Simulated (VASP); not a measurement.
# Mg6AlFe (Amm2) in VASP: further runs

Runs on Mg6AlFe. Level: PBE. Tasks: single point.

Program: VASP 6.6.1. These are calculated values, not measurements. Logs are shortened: lines on timing, memory, paths and dates and some standing lists are left out, and cuts for length are marked.

**1. The structure**

Symmetry: Amm2, No. 38, orthorhombic system. Conventional cell: a = 4.902 Å, b = 5.999 Å, c = 10.640 Å, α = 90.00°, β = 90.00°, γ = 90.00°. Fe (site symmetry mm2) has 2 Al at 2.88 Å and 10 Mg at 2.94 to 3.17 Å as nearest neighbours. Al (site symmetry mm2) is surrounded by 2 Fe at 2.88 Å and 10 Mg at 2.90 to 3.21 Å. Mg (site symmetry mm2) is surrounded by 10 Mg at 2.99 to 3.06 Å and 2 Fe at 3.00 Å. Mg (site symmetry m) has 2 Fe at 2.94 to 3.17 Å and 8 Mg at 2.96 to 3.06 Å and 2 Al at 3.04 Å as nearest neighbours. Mg (site symmetry mm2) is surrounded by 10 Mg at 2.99 to 3.06 Å and 2 Al at 3.00 Å. Mg (site symmetry m) is surrounded by 2 Al at 2.90 to 3.21 Å and 8 Mg at 2.91 to 3.09 Å and 2 Fe at 3.02 Å.

The cell comes from a database or a generator and needn't be the stable form of this composition.

**2. Single point, PBE, collinear spin, ferromagnetic start**

File INCAR:

```
SYSTEM = Mg6AlFe
PREC = Accurate ; ENCUT = 520
EDIFF = 1E-6 ; ISMEAR = 0
SIGMA = 0.1 ; LREAL = .FALSE.
LASPH = .TRUE. ; NELM = 120
ALGO = Fast ; ISIF = 2
LWAVE = .FALSE. ; LCHARG = .FALSE.
ISPIN = 2 ; MAGMOM = 3 0 0 0 0 0 0 0
LORBIT = 11 ; LMAXMIX = 4
GGA = PE ; NBANDS = 46
```

File KPOINTS:

```
regular mesh
0
G
  6 5 5
  0 0 0
```

File POSCAR:

```
Mg6AlFe
4.9023
    1.000007476083      0.000000000000      0.000000000000
    0.000000000000      0.611834882606      1.085245520470
    0.000000000000     -0.611834882606      1.085245520470
Fe Al Mg
1 1 6
Direct
    0.5000000000      0.6782351400      0.6782351400
    0.0000000000      0.8197174800      0.8197174800
    0.5000000000      0.1691669400      0.1691669400
    0.5000000000      0.6704082800      0.1635031600
    0.5000000000      0.1635031600      0.6704082800
    0.0000000000      0.3306851300      0.3306851300
    0.0000000000      0.8269173200      0.3413668600
    0.0000000000      0.3413668600      0.8269173200
```

Potentials or basis: VASP PAW PBE potentials, release 64 (Fe_pv, Al, Mg_pv).

Launch:

```bash
$ cat potpaw_PBE.64/Fe_pv/POTCAR potpaw_PBE.64/Al/POTCAR potpaw_PBE.64/Mg_pv/POTCAR > POTCAR
$ mpirun -np 1 vasp_std > vasp.out
```

OUTCAR:

```text
SYSTEM = Mg6AlFe
   PREC = Accurate
   ENCUT = 520
   EDIFF = 1E-6
   ISMEAR = 0
   LREAL = .FALSE.
   LASPH = .TRUE.
   NELM = 120
   ISIF = 2
   ISPIN = 2
   LORBIT = 11
   GGA = PE

 ion  position               nearest neighbor table
   1  0.500  0.678  0.678-   2 2.88   2 2.88
   2  0.000  0.820  0.820-   1 2.88   1 2.88   8 2.90   7 2.90
   3  0.500  0.169  0.169-
   4  0.500  0.670  0.164-
   5  0.500  0.164  0.670-
   6  0.000  0.331  0.331-
   7  0.000  0.827  0.341-   2 2.90
   8  0.000  0.341  0.827-   2 2.90

  LATTYP: Found a base centered orthorhombic cell.
 ALAT       =     5.9987962900
 B/A-ratio  =     1.7737555529
 C/A-ratio  =     0.8172200577

  Lattice vectors:

 A1 = (   0.0000000000,   2.9993981450,  -5.3201991150)
 A2 = (   0.0000000000,   2.9993981450,   5.3201991150)
 A3 = (   4.9023366500,   0.0000000000,   0.0000000000)

Analysis of symmetry for initial positions (statically):
=====================================================================
 Subroutine PRICEL returns:
 Original cell was already a primitive cell.

 Routine SETGRP: Setting up the symmetry group for a
 base centered orthorhombic supercell.

 Subroutine GETGRP returns: Found  4 space group operations
 (whereof  4 operations were pure point group operations)
 out of a pool of  8 trial point group operations.

The static configuration has the point symmetry C_2v.

Analysis of symmetry for dynamics (positions and initial velocities):
=====================================================================
 Subroutine PRICEL returns:
 Original cell was already a primitive cell.

 Routine SETGRP: Setting up the symmetry group for a
 base centered orthorhombic supercell.

 Subroutine GETGRP returns: Found  4 space group operations
 (whereof  4 operations were pure point group operations)
 out of a pool of  8 trial point group operations.

The dynamic configuration has the point symmetry C_2v.

Analysis of structural, dynamic, and magnetic symmetry:
=====================================================================
 Subroutine PRICEL returns:
 Original cell was already a primitive cell.

 Routine SETGRP: Setting up the symmetry group for a
 base centered orthorhombic supercell.

 Subroutine GETGRP returns: Found  4 space group operations
 (whereof  4 operations were pure point group operations)
 out of a pool of  8 trial point group operations.

The overall configuration has the point symmetry C_2v.

 Subroutine INISYM returns: Found  4 space group operations
 (whereof  4 operations are pure point group operations),
 and found     1 'primitive' translations

----------------------------------------------------------------------------------------

                                     Primitive cell

  volume of cell :     156.4570

  direct lattice vectors                    reciprocal lattice vectors
     4.902336650  0.000000000  0.000000000     0.203984359  0.000000000  0.000000000
     0.000000000  2.999398145  5.320199115     0.000000000  0.166700110  0.093981445
     0.000000000 -2.999398145  5.320199115     0.000000000 -0.166700110  0.093981445

  length of vectors
     4.902336650  6.107446918  6.107446918     0.203984359  0.191367287  0.191367287

  position of ions in fractional coordinates (direct lattice)
     0.500000000  0.678235140  0.678235140
     0.000000000  0.819717480  0.819717480
     0.500000000  0.169166940  0.169166940
     0.500000000  0.670408280  0.163503160
     0.500000000  0.163503160  0.670408280
     0.000000000  0.330685130  0.330685130
     0.000000000  0.826917320  0.341366860
     0.000000000  0.341366860  0.826917320

  ion indices of the primitive-cell ions
   primitive index   ion index
                 1           1
                 2           2
                 3           3
                 4           4
                 5           5
                 6           6
                 7           7
                 8           8

----------------------------------------------------------------------------------------

 KPOINTS: regular mesh

Automatic generation of k-mesh.
 Grid dimensions read from file:
 generate k-points for:    6    5    5

 Generating k-lattice:

  Cartesian coordinates                     Fractional coordinates (reciprocal lattice)
     0.033997393  0.000000000  0.000000000     0.166666667  0.000000000  0.000000000
     0.000000000  0.033340022  0.018796289     0.000000000  0.200000000 -0.000000000
     0.000000000 -0.033340022  0.018796289     0.000000000 -0.000000000  0.200000000

  Length of vectors
     0.033997393  0.038273457  0.038273457

  Shift w.r.t. Gamma in fractional coordinates (k-lattice)
     0.000000000  0.000000000  0.000000000

 Subroutine IBZKPT returns following result:
 ===========================================

 Found     36 irreducible k-points:

 Following reciprocal coordinates:
            Coordinates               Weight
  0.000000  0.000000  0.000000      1.000000
  0.166667  0.000000  0.000000      2.000000
  0.333333  0.000000  0.000000      2.000000
  0.500000  0.000000  0.000000      1.000000
  0.000000  0.200000 -0.000000      4.000000
  0.166667  0.200000 -0.000000      8.000000
[... 16 lines left out ...]
  0.333333 -0.400000  0.200000      8.000000
  0.500000 -0.400000  0.200000      4.000000
 [... further k-points ...]
   k-points           NKPTS =     36   k-points in BZ     NKDIM =     36   number of bands    NBANDS=     46
   number of dos      NEDOS =    301   number of ions     NIONS =      8
   total plane-waves  NPLWV =  82944
   dimension x,y,z NGX =    36 NGY =   48 NGZ =   48
   dimension x,y,z NGXF=    72 NGYF=   96 NGZF=   96
   ions per type =               1   1   6
   NGX,Y,Z   is equivalent  to a cutoff of  12.21, 13.07, 13.07 a.u.
   NGXF,Y,Z  is equivalent  to a cutoff of  24.42, 26.13, 26.13 a.u.
 SYSTEM =  Mg6AlFe
   PREC   = accura    normal or accurate (medium, high low for compatibility)
   ISTART =      0    job   : 0-new  1-cont  2-samecut
   ICHARG =      2    charge: 1-file 2-atom 10-const
   ISPIN  =      2    spin polarized calculation?
   LNONCOLLINEAR =      F non collinear calculations
   LSORBIT =      F    spin-orbit coupling
   LASPH  =      T    aspherical Exc in radial PAW
   ENCUT  =  520.0 eV  38.22 Ry    6.18 a.u.   9.12 11.36 11.36*2*pi/ulx,y,z
   NELM   =    120;   NELMIN=  2; NELMDL= -5     # of ELM steps
   EDIFF  = 0.1E-05   stopping-criterion for ELM
   LREAL  =      F    real-space projection
   EDIFFG = 0.1E-04   stopping-criterion for IOM
   NSW    =      0    number of steps for IOM
   IBRION =     -1    ionic relax: 0-MD 1-quasi-New 2-CG
   NFREE  =      0    steps in history (QN), initial steepest desc. (CG)
   ISIF   =      2    stress and relaxation
   ISYM   =      2    0-nonsym 1-usesym 2-fastsym
   POTIM  = 0.5000    time-step for ionic-motion
   TEBEG  =    0.0;   TEEND  =   0.0 temperature during run
   PSTRESS=    0.0 pullay stress
   NELECT =      65.0000    total number of electrons
   NUPDOWN=      -1.0000    fix difference up-down
   EMIN   =  10.00;   EMAX   =-10.00  energy-range for DOS
   EFERMI =   0.00;   METHOD = LEGACY
   ISMEAR =     0;   SIGMA  =   0.10  broadening in eV -4-tet -1-fermi 0-gaus
   EFERMI_NEDOS =   21; number of points for ismear=-14 and -15
   IALGO  =     68    algorithm
   IMIX   =      4    mixing-type and parameters
     AMIX     =   0.40;   BMIX     =  1.00
     AMIX_MAG =   1.60;   BMIX_MAG =  1.00
  volume/ion in A,a.u.               =      19.56       131.98
  Fermi-wavevector in a.u.,A,eV,Ry     =   1.221558  2.308411 20.302681  1.492205
  Thomas-Fermi vector in A             =   2.356736
   LORBIT       =     11    0 simple, 1 ext, 2 COOP (PROOUT), +10 PAW based schemes
   GGA     = PE    functional components
   LHFCALC =     F    Hartree Fock is set to
   AEXX    =    0.0000 exact exchange contribution
   IVDW    =     0    specifies the selected vdW correction
   LEPSILON=     F    determine dielectric tensor
   LRPA    =     F    only Hartree local field effects (RPA)
 spin polarized calculation
 RMM-DIIS sequential band-by-band and
 Gauss-broadening in eV      SIGMA  =   0.10
  energy-cutoff  :      520.00
  volume of cell :      156.46
 maximum number of plane-waves:      4236
   NGX = 19   NGY = 23   NGZ = 23

 number of electron      65.0000065 magnetization       2.1027372

 Free energy of the ion-electron system (eV)
  ---------------------------------------------------
  ext. energy  EPLUGINS =         0.00000000
  ---------------------------------------------------
  free energy    TOTEN  =       -20.07871994 eV

  energy without entropy =      -20.05464163  energy(sigma->0) =      -20.06668078

 E-fermi :   3.6620     XC(G=0):  -9.5378

 val. band max:        3.6554773144   @ k =   0.0000  -0.4000   0.2000
 cond. band min:       3.6724509092   @ k =   0.0000   0.2000   0.2000
 fundamental gap:      0.0169735948
 Fermi energy:         3.6620333116

 spin component 1

 k-point     1 :       0.0000    0.0000    0.0000
  band No.  band energies     occupation
      1     -50.5940      1.00000
      2     -50.5702      1.00000
      3     -50.5004      1.00000
      4     -38.9999      1.00000
      5     -38.9963      1.00000
      6     -38.9888      1.00000
[... 36 lines left out ...]
     43       7.6150      0.00000
     44       8.0144      0.00000

 k-point     2 :       0.1667    0.0000    0.0000
  band No.  band energies     occupation
      1     -50.5940      1.00000
      2     -50.5702      1.00000
      3     -50.5004      1.00000
      4     -38.9998      1.00000
      5     -38.9965      1.00000
      6     -38.9889      1.00000
[... 1026 lines left out ...]
 k-point    24 :       0.5000   -0.4000    0.2000
  band No.  band energies     occupation
      1     -50.5940      1.00000
      2     -50.5702      1.00000
      3     -50.5004      1.00000
      4     -38.9994      1.00000
      5     -38.9954      1.00000
      6     -38.9888      1.00000
[... 36 lines left out ...]
     43       9.1753      0.00000
     44       9.4261      0.00000

 [... further k-points ...]

 spin component 2

 k-point     1 :       0.0000    0.0000    0.0000
  band No.  band energies     occupation
      1     -47.8889      1.00000
      2     -47.8764      1.00000
      3     -47.8751      1.00000
      4     -38.9956      1.00000
      5     -38.9897      1.00000
      6     -38.9823      1.00000
[... 36 lines left out ...]
     43       7.7920      0.00000
     44       8.2486      0.00000

 k-point     2 :       0.1667    0.0000    0.0000
  band No.  band energies     occupation
      1     -47.8889      1.00000
      2     -47.8764      1.00000
      3     -47.8751      1.00000
      4     -38.9955      1.00000
      5     -38.9898      1.00000
      6     -38.9825      1.00000
[... 1026 lines left out ...]
 k-point    24 :       0.5000   -0.4000    0.2000
  band No.  band energies     occupation
      1     -47.8888      1.00000
      2     -47.8763      1.00000
      3     -47.8751      1.00000
      4     -38.9951      1.00000
      5     -38.9887      1.00000
      6     -38.9824      1.00000
[... 36 lines left out ...]
     43       9.2075      0.00000
     44       9.4246      0.00000

 [... further k-points ...]

 [bands above 44 left out]

------------------------ aborting loop because EDIFF is reached ----------------------------------------

  FORCE on cell =-STRESS in cart. coord.  units (eV):
  Direction    XX          YY          ZZ          XY          YZ          ZX
  --------------------------------------------------------------------------------------
  -------------------------------------------------------------------------------------
  Total       -0.2041595      0.7085194     -0.6484002      0.0000000      0.0000000      0.0000000
  in kB       -2.0906674      7.2554970     -6.6398554      0.0000000      0.0000000      0.0000000
  external PRESSURE =      -0.4916753 kB  Pullay stress =       0.0000000 kB

 VOLUME and BASIS-vectors are now :
 -----------------------------------------------------------------------------
  energy-cutoff  :      520.00
  volume of cell :      156.46
      direct lattice vectors                 reciprocal lattice vectors
     4.902336650  0.000000000  0.000000000     0.203984359  0.000000000  0.000000000
     0.000000000  2.999398145  5.320199115     0.000000000  0.166700110  0.093981445
     0.000000000 -2.999398145  5.320199115     0.000000000 -0.166700110  0.093981445

 POSITION                                       TOTAL-FORCE (eV/Angst)
 -----------------------------------------------------------------------------------
      2.45117      0.00000      7.21669         0.000000      0.000000      0.045182
      0.00000      0.00000      8.72212         0.000000      0.000000     -0.136047
      2.45117      0.00000      1.80000         0.000000      0.000000     -0.044790
      2.45117      1.52041      4.43657         0.000000      0.009890      0.008282
      2.45117     -1.52041      4.43657         0.000000     -0.009890      0.008282
      0.00000      0.00000      3.51862         0.000000      0.000000      0.013670
      0.00000      1.45636      6.21550         0.000000     -0.109400      0.052710
      0.00000     -1.45636      6.21550         0.000000      0.109400      0.052710
 -----------------------------------------------------------------------------------
    total drift:                                0.000000     -0.000000     -0.000819

  FREE ENERGIE OF THE ION-ELECTRON SYSTEM (eV)
  ---------------------------------------------------
  free  energy   TOTEN  =       -20.0787199380 eV

  energy  without entropy=      -20.0546416314  energy(sigma->0) =      -20.06668078

 total charge

# of ion       s       p       d       tot
------------------------------------------
    1        0.292   6.175   6.050  12.517
    2        0.439   0.322   0.000   0.761
    3        0.210   6.105   0.015   6.329
    4        0.204   6.097   0.017   6.318
    5        0.204   6.097   0.017   6.318
    6        0.218   6.097   0.017   6.333
    7        0.206   6.097   0.017   6.321
    8        0.206   6.097   0.017   6.321
--------------------------------------------------
tot          1.979  43.088   6.152  51.218

 magnetization (x)

# of ion       s       p       d       tot
------------------------------------------
    1        0.026   0.011   2.438   2.475
    2       -0.003  -0.015   0.000  -0.019
    3       -0.005  -0.008  -0.001  -0.014
    4       -0.004  -0.006  -0.001  -0.012
    5       -0.004  -0.006  -0.001  -0.012
    6        0.004   0.004  -0.001   0.008
    7       -0.008  -0.007  -0.001  -0.016
    8       -0.008  -0.007  -0.001  -0.016
--------------------------------------------------
tot         -0.004  -0.034   2.432   2.394
```

It took 9.3 min on 1 thread of Intel Xeon Platinum 8375C at 2.90GHz (Ice Lake), shared host; peak memory 0.56 GiB.

What came out:

| Quantity | Value |
| --- | --- |
| Free energy | -20.0787 eV |
| Pressure | 0.0 GPa |
| Largest force | 0.136 eV/Å |
| Band gap on the k mesh | none (metal or under the smearing width) |
| Net moment | 2.10 μB per cell |
| Site moments | Fe +2.48; Al -0.02; Mg -0.01, +0.01, -0.02 μB |
| Valence electrons inside the program's atomic spheres | Fe 12.52; Al 0.76; Mg 6.33, 6.32 |

Forces on the atoms (eV/Å):
```
Fe   0.000  0.000  0.045
Al   0.000  0.000 -0.136
Mg   0.000  0.000 -0.045
Mg   0.000  0.010  0.008
Mg   0.000 -0.010  0.008
Mg   0.000  0.000  0.014
Mg   0.000 -0.109  0.053
Mg   0.000  0.109  0.053
```

**3. Single point, PBE, collinear spin, ferromagnetic start**

File run.py:

```python
from ase import Atoms
from ase.calculators.vasp import Vasp
from ase.dft.bandgap import bandgap

atoms = Atoms(
    ['Fe', 'Al', 'Mg', 'Mg', 'Mg', 'Mg', 'Mg', 'Mg'],
    cell=[[4.90233665, 0.0, 0.0], [0.0, 2.999398145, 5.320199115], [0.0, -2.999398145, 5.320199115]],
    scaled_positions=[[0.5, 0.67823514, 0.67823514], [0.0, 0.81971748, 0.81971748], [0.5, 0.16916694, 0.16916694], [0.5, 0.67040828, 0.16350316], [0.5, 0.16350316, 0.67040828], [0.0, 0.33068513, 0.33068513], [0.0, 0.82691732, 0.34136686], [0.0, 0.34136686, 0.82691732]],
    pbc=True,
)
atoms.set_initial_magnetic_moments([3.0, 0.0, 0.0, 0.0, 0.0, 0.0, 0.0, 0.0])
calc = Vasp(
    directory='calc',
    xc='pbe',
    pp='PBE',
    setups='materialsproject',
    prec='Accurate',
    encut=520,
    ediff=1e-07,
    ismear=0,
    sigma=0.1,
    lreal=False,
    lasph=True,
    nelm=120,
    algo='Normal',
    isif=2,
    lwave=False,
    lcharg=False,
    ispin=2,
    lorbit=11,
    lmaxmix=4,
    kpts=[6, 5, 5],
    gamma=True,
    nbands=46,
)
atoms.calc = calc

print('energy (eV):', atoms.get_potential_energy())
print('free energy (eV):', atoms.get_potential_energy(force_consistent=True))
print('forces (eV/A):')
print(atoms.get_forces())
print('stress (eV/A^3, Voigt):', atoms.get_stress())
print('Fermi level (eV):', calc.get_fermi_level())
print('moment (muB):', atoms.get_magnetic_moment())
print('site moments (muB):', atoms.get_magnetic_moments())
gap, top, bottom = bandgap(calc)
print('band gap (eV):', gap, 'from (spin, k, band)', top, 'to', bottom)
```

Potentials or basis: VASP PAW PBE potentials, release 64 (Fe_pv, Al, Mg_pv).

Launch:

```bash
$ python run.py
```

Wall time 8.7 min (1 thread of Intel Xeon Platinum 8375C at 2.90GHz (Ice Lake), shared host); peak memory 0.56 GiB.

Results (log left out):

| Property | Result |
| --- | --- |
| Free energy | -20.0787 eV |
| Pressure | 0.0 GPa |
| Largest force | 0.136 eV/Å |
| Band gap on the k mesh | none (metal or under the smearing width) |
| Net moment | 2.10 μB per cell |
| Site moments | Fe +2.48; Al -0.02; Mg -0.01, +0.01, -0.02 μB |
| Valence electrons inside the program's atomic spheres | Fe 12.52; Al 0.76; Mg 6.33, 6.32 |

Forces in eV/Å, atoms in the order of the input:
```
Fe   0.000  0.000  0.045
Al   0.000  0.000 -0.136
Mg   0.000  0.000 -0.045
Mg   0.000  0.010  0.008
Mg   0.000 -0.010  0.008
Mg   0.000  0.000  0.014
Mg   0.000 -0.109  0.053
Mg   0.000  0.109  0.053
```

Stress tensor (GPa, compression positive):
```
-0.20  0.00  0.00
 0.00  0.74  0.00
 0.00  0.00 -0.65
```

Levels at points of the mesh, in eV from the Fermi level:
Spin up:
| k point | band 32 | band 33 | band 34 | band 35 | band 36 | band 37 |
| --- | --- | --- | --- | --- | --- | --- |
| (0.00, 0.00, 0.00) | -1.80 | -1.37 | -1.28 | -0.42 | 2.58 | 3.10 |
| (0.50, 0.00, 0.00) | -1.18 | -1.02 | -0.66 | -0.57 | -0.11 | -0.10 |
Spin down:
```
           k point  band 28  band 29  band 30  band 31  band 32  band 33  band 34  band 35
(0.00, 0.00, 0.00)    -2.03    -1.98    -1.33    -0.31    -0.06     0.30     0.39     0.81
(0.50, 0.00, 0.00)    -1.22    -1.12    -1.07    -0.89    -0.82    -0.68    -0.48    -0.45
```

**4. For comparison**

An earlier run on the cell as given: functional PBE; potentials or basis VASP PAW PBE potentials, release 64 (Fe, Al, Mg); cutoff 520 eV; k mesh 6 × 5 × 5; occupations fermi-dirac, width 0.05 eV; collinear spin, ferromagnetic start; starting moments [3.0, 0.0, 0.0, 0.0, 0.0, 0.0, 0.0, 0.0] μB.

* Pressure: 0.0 GPa
* Largest force: 0.131 eV/Å
* Band gap on the k mesh: none (metal or under the smearing width)
* Net moment: 2.10 μB per cell
* Site moments: Fe +2.48; Al -0.02; Mg -0.01, +0.01, -0.02 μB
* Valence electrons inside the program's atomic spheres: Fe 6.79; Al 0.76; Mg 0.38, 0.37
